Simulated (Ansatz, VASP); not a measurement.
# TiSn2O4 (TiSn2O4 (P4_2/mbc)): VASP beside Ansatz, part 2 of 3

Wanted: the spread between two codes on one cell, functional and k mesh. Of the first pair: The structure shown is the start of the Ansatz relaxation below; VASP solves that cell, so the two are compared at the walk's first step.

VASP 6.6.1 and Ansatz 0.2.0.

So far: The structure; Ansatz: relaxation, r2SCAN.

## (3) VASP: single point, r2SCAN, start cell, pair 1

Level of this step: r2SCAN, no spin polarisation; plane waves and PAW (Ti_sv, Sn_d, O) (VASP).

The same cell, functional, mesh and smearing now go to VASP, with its own data sets.

Lines of VASP's logs that name or quote its potential files are left out, and so is its time.

The input, INCAR:

```
SYSTEM = TiSn2O4
PREC = Accurate
ENCUT = 580
EDIFF = 1E-06
NELM = 120
ISMEAR = -1
SIGMA = 0.01
LREAL = .FALSE.
ALGO = Normal
METAGGA = R2SCAN
LASPH = .TRUE.
NBANDS = 148
LORBIT = 11
LWAVE = .FALSE.
LCHARG = .FALSE.
ISIF = 2
GGA_COMPAT = .FALSE.
EFERMI = MIDGAP
LMIXTAU = .TRUE.
KPAR = 4
```

The input, POSCAR:

```
TiSn2O4
1.0
    8.5332880000      0.0000000000      0.0000000000
    0.0000000000      8.5332880000      0.0000000000
    0.0000000000      0.0000000000      5.9301600000
Ti Sn O
4 8 16
Direct
    0.0000000000      0.5000000000      0.2500000000
    0.5000000000      0.0000000000      0.7500000000
    0.0000000000      0.5000000000      0.7500000000
    0.5000000000      0.0000000000      0.2500000000
    0.3525305838      0.3372370650      0.5000000000
    0.6474694162      0.6627629350      0.5000000000
    0.6627629350      0.3525305838      0.0000000000
    0.3372370650      0.6474694162      0.0000000000
    0.8372370650      0.8525305838      0.0000000000
    0.8525305838      0.1627629350      0.5000000000
    0.1474694162      0.8372370650      0.5000000000
    0.1627629350      0.1474694162      0.0000000000
    0.4023009653      0.8802295200      0.5000000000
    0.5976990347      0.1197704800      0.5000000000
    0.1197704800      0.4023009653      0.0000000000
    0.8802295200      0.5976990347      0.0000000000
    0.3802295200      0.9023009653      0.0000000000
    0.9023009653      0.6197704800      0.5000000000
    0.0976990347      0.3802295200      0.5000000000
    0.6197704800      0.0976990347      0.0000000000
    0.1635718846      0.6635718846      0.7500000000
    0.6635718846      0.8364281154      0.2500000000
    0.3364281154      0.1635718846      0.2500000000
    0.8364281154      0.3364281154      0.7500000000
    0.1635718846      0.6635718846      0.2500000000
    0.6635718846      0.8364281154      0.7500000000
    0.3364281154      0.1635718846      0.7500000000
    0.8364281154      0.3364281154      0.2500000000
```

The input, KPOINTS:

```
Automatic mesh
0
Gamma
3 3 5
0 0 0
```

PAW data sets: Ti_sv, Sn_d and O (PBE family, release 64).

Started as:

```
> mpirun -np 4 vasp_std
```

Numbers of over 12 decimals in the logs are rounded to 6 here.

The log of the run:

```text
[banner, memory and clock lines left out]
running    4 mpi-ranks, on    1 nodes
 distrk:  each k-point on    1 cores,    4 groups
 distr:  one band on    1 cores,    1 groups

 POSCAR found type information on POSCAR TiSnO
 POSCAR found :  3 types and      28 ions
|                                                                             |
|               ----> ADVICE to this user running VASP <----                  |
|                                                                             |
|     You have a (more or less) 'large supercell' and for larger cells it     |
|     might be more efficient to use real-space projection operators.         |
|     Therefore, try LREAL= Auto in the INCAR file.                           |
|     Mind: For very accurate calculation, you might also keep the            |
|     reciprocal projection scheme (i.e. LREAL=.FALSE.).                      |
|                                                                             |

|                                                                             |
|               ----> ADVICE to this user running VASP <----                  |
|                                                                             |
|     You enforced a specific xc type in the INCAR file but a different       |
|     [... a line on the potential file left out ...]
|     I HOPE YOU KNOW WHAT YOU ARE DOING!                                     |
|                                                                             |

 LDA part: xc-table for (None), standard interpolation
 POSCAR, INCAR and KPOINTS ok, starting setup
 FFT: planning ... GRIDC
 FFT: planning ... GRID_SOFT
 FFT: planning ... GRID
 WAVECAR not read
 entering main loop
       N       E                     dE             d eps       ncg     rms          rms(c)
DAV:   1     0.475309016288E+04    0.47531E+04   -0.12110E+05  2760   0.271E+03
DAV:   2     0.867895291013E+03   -0.38852E+04   -0.37732E+04  2664   0.867E+02
DAV:   3    -0.308936496872E+03   -0.11768E+04   -0.11137E+04  3048   0.348E+02
DAV:   4    -0.506161937874E+03   -0.19723E+03   -0.19379E+03  3568   0.140E+02
DAV:   5    -0.519553299373E+03   -0.13391E+02   -0.13344E+02  3976   0.344E+01    0.489E+01
DAV:   6    -0.437908841732E+03    0.81644E+02   -0.24002E+02  3720   0.762E+01    0.165E+01
DAV:   7    -0.411590389178E+03    0.26318E+02   -0.43062E+01  3424   0.218E+01    0.120E+01
DAV:   8    -0.406770894177E+03    0.48195E+01   -0.62563E+00  3328   0.119E+01    0.511E+00
DAV:   9    -0.404145546737E+03    0.26253E+01   -0.22036E+00  3432   0.577E+00    0.192E+00
DAV:  10    -0.406800954272E+03   -0.26554E+01   -0.17272E+00  3008   0.491E+00    0.123E+00
DAV:  11    -0.407357474672E+03   -0.55652E+00   -0.55324E-01  3424   0.261E+00    0.857E-01
DAV:  12    -0.407328943450E+03    0.28531E-01   -0.12341E-01  2984   0.147E+00    0.435E-01
DAV:  13    -0.407438605982E+03   -0.10966E+00   -0.66126E-02  2864   0.103E+00    0.159E-01
DAV:  14    -0.407433445225E+03    0.51608E-02   -0.10185E-02  3064   0.474E-01    0.121E-01
DAV:  15    -0.407438394139E+03   -0.49489E-02   -0.44749E-03  3328   0.277E-01    0.910E-02
DAV:  16    -0.407441653819E+03   -0.32597E-02   -0.31975E-03  3000   0.268E-01    0.405E-02
DAV:  17    -0.407442305311E+03   -0.65149E-03   -0.13650E-03  2960   0.160E-01    0.289E-02
DAV:  18    -0.407442641797E+03   -0.33649E-03   -0.28665E-04  3016   0.908E-02    0.155E-02
DAV:  19    -0.407442738931E+03   -0.97134E-04   -0.10925E-04  3224   0.427E-02    0.733E-03
DAV:  20    -0.407442745172E+03   -0.62409E-05   -0.13157E-05  2832   0.143E-02    0.561E-03
DAV:  21    -0.407442747347E+03   -0.21745E-05   -0.33507E-06  2192   0.634E-03    0.502E-03
DAV:  22    -0.407442747824E+03   -0.47744E-06   -0.17759E-06  1928   0.680E-03
   1 F= -.40744275E+03 E0= -.40744275E+03  d E =0.000000E+00
```

OUTCAR, selected parts (step 3):

```text
ion  position               nearest neighbor table
   1  0.000  0.500  0.250-  25 1.97  28 1.97  18 1.98  19 1.98  15 1.98  16 1.98
   2  0.500  0.000  0.750-  26 1.97  27 1.97  17 1.98  20 1.98  13 1.98  14 1.98
   3  0.000  0.500  0.750-  21 1.97  24 1.97  18 1.98  19 1.98  15 1.98  16 1.98
   4  0.500  0.000  0.250-  22 1.97  23 1.97  17 1.98  20 1.98  13 1.98  14 1.98
   5  0.353  0.337  0.500-  23 2.10  27 2.10  19 2.21  14 2.80  12 3.75  12 3.75   6 3.75
   6  0.647  0.663  0.500-  22 2.10  26 2.10  18 2.21  13 2.80   9 3.75   9 3.75   5 3.75
   7  0.663  0.353  0.000-  24 2.10  28 2.10  20 2.21  16 2.80  10 3.75  10 3.75   8 3.75
   8  0.337  0.647  0.000-  21 2.10  25 2.10  17 2.21  15 2.80  11 3.75  11 3.75   7 3.75
   9  0.837  0.853  0.000-  22 2.10  26 2.10  16 2.21  20 2.80   6 3.75   6 3.75  12 3.75
  10  0.853  0.163  0.500-  24 2.10  28 2.10  14 2.21  19 2.80   7 3.75   7 3.75  11 3.75
  11  0.147  0.837  0.500-  21 2.10  25 2.10  13 2.21  18 2.80   8 3.75   8 3.75  10 3.75
  12  0.163  0.147  0.000-  23 2.10  27 2.10  15 2.21  17 2.80   5 3.75   5 3.75   9 3.75
  13  0.402  0.880  0.500-   2 1.98   4 1.98  11 2.21   6 2.80
  14  0.598  0.120  0.500-   2 1.98   4 1.98  10 2.21   5 2.80
  15  0.120  0.402  0.000-   1 1.98   3 1.98  12 2.21   8 2.80
  16  0.880  0.598  0.000-   1 1.98   3 1.98   9 2.21   7 2.80
  17  0.380  0.902  0.000-   2 1.98   4 1.98   8 2.21  12 2.80
  18  0.902  0.620  0.500-   1 1.98   3 1.98   6 2.21  11 2.80
  19  0.098  0.380  0.500-   1 1.98   3 1.98   5 2.21  10 2.80
  20  0.620  0.098  0.000-   2 1.98   4 1.98   7 2.21   9 2.80
  21  0.164  0.664  0.750-   3 1.97   8 2.10  11 2.10
  22  0.664  0.836  0.250-   4 1.97   6 2.10   9 2.10
  23  0.336  0.164  0.250-   4 1.97   5 2.10  12 2.10
  24  0.836  0.336  0.750-   3 1.97   7 2.10  10 2.10
  25  0.164  0.664  0.250-   1 1.97   8 2.10  11 2.10
  26  0.664  0.836  0.750-   2 1.97   6 2.10   9 2.10
  27  0.336  0.164  0.750-   2 1.97   5 2.10  12 2.10
  28  0.836  0.336  0.250-   1 1.97   7 2.10  10 2.10

  LATTYP: Found a simple tetragonal cell.
 ALAT       =     8.5332880000
 C/A-ratio  =     0.6949443169

 Subroutine GETGRP returns: Found 16 space group operations
 (whereof  4 operations were pure point group operations)

The static configuration has the point symmetry C_2h.
 The point group associated with its full space group is D_4h.

 Found      9 irreducible k-points:

   k-points           NKPTS =      9   k-points in BZ     NKDIM =      9   number of bands    NBANDS=    148

   dimension x,y,z NGX =    70 NGY =   70 NGZ =   48
   dimension x,y,z NGXF=   140 NGYF=  140 NGZF=   96

   ENCUT  =  580.0 eV  42.63 Ry    6.53 a.u.  16.76 16.76 11.64*2*pi/ulx,y,z

   NELECT =     256.0000    total number of electrons

 k-points in reciprocal lattice and weights: Automatic mesh
   0.00000000  0.00000000  0.00000000       0.022
   0.33333333  0.00000000  0.00000000       0.089
   0.33333333  0.33333333  0.00000000       0.089
   0.00000000  0.00000000  0.20000000       0.044
   0.33333333  0.00000000  0.20000000       0.178
   0.33333333  0.33333333  0.20000000       0.178
   0.00000000  0.00000000  0.40000000       0.044
   0.33333333  0.00000000  0.40000000       0.178
   0.33333333  0.33333333  0.40000000       0.178

 average (electrostatic) potential at core
       1 -81.2185       2 -81.2185       3 -81.2185       4 -81.2185       5-106.2971
       6-106.2971       7-106.2971       8-106.2971       9-106.2971      10-106.2971
      11-106.2971      12-106.2971      13 -73.5252      14 -73.5252      15 -73.5252
      16 -73.5252      17 -73.5252      18 -73.5252      19 -73.5252      20 -73.5252
      21 -73.3353      22 -73.3353      23 -73.3353      24 -73.3353      25 -73.3353
      26 -73.3353      27 -73.3353      28 -73.3353

 E-fermi :   5.9917

 k-point     1 :       0.0000    0.0000    0.0000
  band No.  band energies     occupation
    ...
    124       4.5835      2.00000
    125       4.6568      2.00000
    126       4.6568      2.00000
    127       5.3280      2.00000
    128       5.3280      2.00000
    129       6.6046      0.00000
    130       6.7635      0.00000
    131       6.9406      0.00000
    132       7.0289      0.00000
    133       7.0892      0.00000
    ...

 k-point     2 :       0.3333    0.0000    0.0000
  band No.  band energies     occupation
    ...
    124       4.1801      2.00000
    125       4.3480      2.00000
    126       4.7560      2.00000
    127       5.1583      2.00000
    128       5.3787      2.00000
    129       6.6856      0.00000
    130       6.7546      0.00000
    131       7.0117      0.00000
    132       7.0482      0.00000
    133       7.2392      0.00000
    ...

 k-point     3 :       0.3333    0.3333    0.0000
  band No.  band energies     occupation
    ...
    124       3.9080      2.00000
    125       4.1623      2.00000
    126       4.4860      2.00000
    127       5.1117      2.00000
    128       5.2147      2.00000
    129       6.7120      0.00000
    130       6.7430      0.00000
    131       7.0548      0.00000
    132       7.0827      0.00000
    133       7.3521      0.00000
    ...

  Total        0.1474090      0.1474090      0.1083494      0.0000000      0.0000000     -0.0000000
  in kB        0.5469344      0.5469344      0.4020110      0.0000000      0.0000000     -0.0000000
  external PRESSURE =       0.4986266 kB  Pullay stress =       0.0000000 kB

  energy-cutoff  :      580.00
  volume of cell :      431.82
      direct lattice vectors                 reciprocal lattice vectors
     8.533288000  0.000000000  0.000000000     0.117188123  0.000000000  0.000000000
     0.000000000  8.533288000  0.000000000     0.000000000  0.117188123  0.000000000
     0.000000000  0.000000000  5.930160000     0.000000000  0.000000000  0.168629514

 POSITION                                       TOTAL-FORCE (eV/Angst)
 -----------------------------------------------------------------------------------
      0.00000      4.26664      1.48254         0.000000     -0.000000     -0.000000
      4.26664      0.00000      4.44762         0.000000     -0.000000     -0.000000
      0.00000      4.26664      4.44762         0.000000     -0.000000     -0.000000
      4.26664      0.00000      1.48254         0.000000     -0.000000     -0.000000
      3.00825      2.87774      2.96508         0.012273      0.015553     -0.000000
      5.52504      5.65555      2.96508        -0.012273     -0.015553      0.000000
      5.65555      3.00825      0.00000        -0.015553      0.012273      0.000000
      2.87774      5.52504      0.00000         0.015553     -0.012273     -0.000000
      7.14438      7.27489      0.00000         0.015553      0.012273     -0.000000
      7.27489      1.38890      2.96508         0.012273     -0.015553      0.000000
      1.25840      7.14438      2.96508        -0.012273      0.015553     -0.000000
      1.38890      1.25840      0.00000        -0.015553     -0.012273      0.000000
      3.43295      7.51125      2.96508         0.007545      0.016673     -0.000000
      5.10034      1.02204      2.96508        -0.007545     -0.016673      0.000000
      1.02204      3.43295      0.00000        -0.016673      0.007545     -0.000000
      7.51125      5.10034      0.00000         0.016673     -0.007545      0.000000
      3.24461      7.69959      0.00000         0.016673      0.007545      0.000000
      7.69959      5.28868      2.96508         0.007545     -0.016673     -0.000000
      0.83369      3.24461      2.96508        -0.007545      0.016673      0.000000
      5.28868      0.83369      0.00000        -0.016673     -0.007545     -0.000000
      1.39581      5.66245      4.44762        -0.007962     -0.007962     -0.000000
      5.66245      7.13748      1.48254        -0.007962      0.007962     -0.000000
      2.87084      1.39581      1.48254         0.007962     -0.007962     -0.000000
      7.13748      2.87084      4.44762         0.007962      0.007962      0.000000
      1.39581      5.66245      1.48254        -0.007962     -0.007962     -0.000000
      5.66245      7.13748      4.44762        -0.007962      0.007962      0.000000
      2.87084      1.39581      4.44762         0.007962     -0.007962      0.000000
      7.13748      2.87084      1.48254         0.007962      0.007962     -0.000000
 -----------------------------------------------------------------------------------
    total drift:                                0.000000      0.000000      0.000000

  FREE ENERGIE OF THE ION-ELECTRON SYSTEM (eV)
  ---------------------------------------------------
  free  energy   TOTEN  =      -407.4427478243 eV

  energy  without entropy=     -407.4427478243  energy(sigma->0) =     -407.44274782

 total charge
# of ion       s       p       d       tot
------------------------------------------
    1        2.213   6.286   1.661  10.161
    2        2.213   6.286   1.661  10.161
    3        2.213   6.286   1.661  10.161
    4        2.213   6.286   1.661  10.161
    5        1.268   0.796  10.076  12.140
    6        1.268   0.796  10.076  12.140
    7        1.268   0.796  10.076  12.140
    8        1.268   0.796  10.076  12.140
    9        1.268   0.796  10.076  12.140
   10        1.268   0.796  10.076  12.140
   11        1.268   0.796  10.076  12.140
   12        1.268   0.796  10.076  12.140
   13        1.572   3.492   0.000   5.064
   14        1.572   3.492   0.000   5.064
   15        1.572   3.492   0.000   5.064
   16        1.572   3.492   0.000   5.064
   17        1.572   3.492   0.000   5.064
   18        1.572   3.492   0.000   5.064
   19        1.572   3.492   0.000   5.064
   20        1.572   3.492   0.000   5.064
   21        1.570   3.505   0.000   5.075
   22        1.570   3.505   0.000   5.075
   23        1.570   3.505   0.000   5.075
   24        1.570   3.505   0.000   5.075
   25        1.570   3.505   0.000   5.075
   26        1.570   3.505   0.000   5.075
   27        1.570   3.505   0.000   5.075
   28        1.570   3.505   0.000   5.075
--------------------------------------------------
tot         44.137  87.487  87.256 218.880

[... 3 further parts left out ...]
```

The run ends at a pressure of 0.05 GPa, with forces up to 0.020 eV/Å.

## (4) Side by side

Known differences besides the potentials themselves: VASP keeps PBE cores, Ansatz makes them for the functional; the cutoff is 500 eV in Ansatz and 580 eV in VASP; in our runs with r2SCAN, forces from VASP's data set Ti_sv part from Ansatz's all-electron ones, so neither program is the reference here. Total energies have different zeros and are not compared.

At this near-relaxed geometry the largest component of a force difference is 117 meV/Å.

## (5) Ansatz: relaxation, r2SCAN

This run makes the geometry at which the two programs are then compared. The cell compared in this pair holds 431.33 Å³, against 431.82 Å³ for the pair before.

The structure compared here is the end of the Ansatz relaxation.

The input, input.yaml:

```yaml
crystal:
  lattice:
    - [8.533288, 0.0, 0.0]
    - [0.0, 8.533288, 0.0]
    - [0.0, 0.0, 5.9301597]
  atoms:
    - { symbol: Ti, position: [0.0, 0.5, 0.25] }
    - { symbol: Ti, position: [0.5, 0.0, 0.75] }
    - { symbol: Ti, position: [0.0, 0.5, 0.75] }
    - { symbol: Ti, position: [0.5, 0.0, 0.25] }
    - { symbol: Sn, position: [0.35253059, 0.33723711, 0.5] }
    - { symbol: Sn, position: [0.64746941, 0.66276289, 0.5] }
    - { symbol: Sn, position: [0.66276289, 0.35253059, 0.0] }
    - { symbol: Sn, position: [0.33723711, 0.64746941, 0.0] }
    - { symbol: Sn, position: [0.83723711, 0.85253059, 0.0] }
    - { symbol: Sn, position: [0.85253059, 0.16276289, 0.5] }
    - { symbol: Sn, position: [0.14746941, 0.83723711, 0.5] }
    - { symbol: Sn, position: [0.16276289, 0.14746941, 0.0] }
    - { symbol: O, position: [0.402301, 0.8802295, 0.5] }
    - { symbol: O, position: [0.597699, 0.1197705, 0.5] }
    - { symbol: O, position: [0.1197705, 0.402301, 0.0] }
    - { symbol: O, position: [0.8802295, 0.597699, 0.0] }
    - { symbol: O, position: [0.3802295, 0.902301, 0.0] }
    - { symbol: O, position: [0.902301, 0.6197705, 0.5] }
    - { symbol: O, position: [0.097699, 0.3802295, 0.5] }
    - { symbol: O, position: [0.6197705, 0.097699, 0.0] }
    - { symbol: O, position: [0.16357186, 0.66357186, 0.75] }
    - { symbol: O, position: [0.66357186, 0.83642814, 0.25] }
    - { symbol: O, position: [0.33642814, 0.16357186, 0.25] }
    - { symbol: O, position: [0.83642814, 0.33642814, 0.75] }
    - { symbol: O, position: [0.16357186, 0.66357186, 0.25] }
    - { symbol: O, position: [0.66357186, 0.83642814, 0.75] }
    - { symbol: O, position: [0.33642814, 0.16357186, 0.75] }
    - { symbol: O, position: [0.83642814, 0.33642814, 0.25] }
basis:
  ecutwfc: 500
  xc_grid: 2
hamiltonian:
  xc: r2scan
  pseudopotentials: { kind: paw, azcp: { folder: soft_1 } }
kpoints:
  mp_grid: { grid: [3, 3, 5] }
scf:
  occupations: { method: fermi_dirac, width: 0.01 }
  max_iter: 150
output:
  forces: true
  stress: true
relax:
  f_tol: 0.01
  max_steps: 60
  cell: {}
checkpoint:
  write: "../r2scan.run"
  compress: false
  write_wavefunctions: false
  write_every: 100000
```

Started as:

```
> ansatz run input.yaml --threads 4 --pin off --max-ram 6594MiB --backend cpu --events-out ev --progress --plain --runs-dir out
```

The log of the run:

```text
[...]
Crystal: 28 atoms, lattice volume = 431.816 Å³
Basis set: ecut = 500 eV, 10957 PW (Γ), exchange–correlation on 128×128×90 points (8 copies of the dense FFT grid, shifted against one another)
Bands: 156, of which v1, the nominal top of the filled ones, is band 128 counted from 1 (127 counted from 0)
Symmetry: 16 space group operations
[...]
k-points: 9 of 45
[...]
- { symbol: O, position: [0.380781, 0.902172, 0] }
    - { symbol: O, position: [0.902172, 0.619219, 0.500000] }
    - { symbol: O, position: [0.097828, 0.380781, 0.500000] }
    - { symbol: O, position: [0.619219, 0.097828, 0] }
[...]
- { symbol: O, position: [0.163420, 0.663420, 0.250000] }
    - { symbol: O, position: [0.663420, 0.836580, 0.750000] }
    - { symbol: O, position: [0.336580, 0.163420, 0.750000] }
    - { symbol: O, position: [0.836580, 0.336580, 0.250000] }
[key lines of the parts left out:]
SCF converged after 4 iterations
Free energy (F): -67444.622346 eV
Fermi energy:    9.070576 eV
P = ⅓ Tr σ = 0.0044 GPa (0.044 kbar)
```

[end of part 2 of 3]

[Lines on the potential files, build, host, timing and source positions are cut from VASP's logs without a mark.]

[Logs are printed without paths, hosts, clocks, repeated set-up lines and the standing remarks that a program may print on its own settings, such as how far it seeks lower states.]

[Hosts, paths, dates, database ids (printed as entryN), source tags and the programs' standing remarks are cut or masked in the printed files.]
